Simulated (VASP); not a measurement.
```yaml
crystal:
  lattice:
    - [0.00000, 2.59284, 2.59284]
    - [2.59284, 0.00000, 2.59284]
    - [2.59284, 2.59284, 0.00000]
  atoms:
    - { symbol: Li, position: [0.00000, 0.00000, 0.00000] }
    - { symbol: Cl, position: [0.50000, 0.50000, 0.50000] }
```

Level of theory: SCAN meta-GGA, VASP's PBE PAW potentials (set 64) (plane waves; VASP). Run with 520 eV cut-off, 9×9×9 Γ-centred mesh, Gaussian smearing of 0.050 eV, potentials Li_sv Cl.

Problem. What does the run give for the energy per atom (σ→0), pressure, band gap (on the k-mesh) with the smallest direct gap where there is one?

Solution. 
```json
{
 "band gap (on the k-mesh)": "7.05 eV",
 "smallest direct gap (on the k-mesh)": "7.05 eV",
 "energy per atom (σ→0)": "-7.226 eV/atom",
 "pressure": "-2.31 GPa"
}
```

Only differences to runs with the same potentials and settings are physical.

The compound is LiCl in the rock salt structure. This cell is one point of a volume scan, at 1.06 of the reference volume.
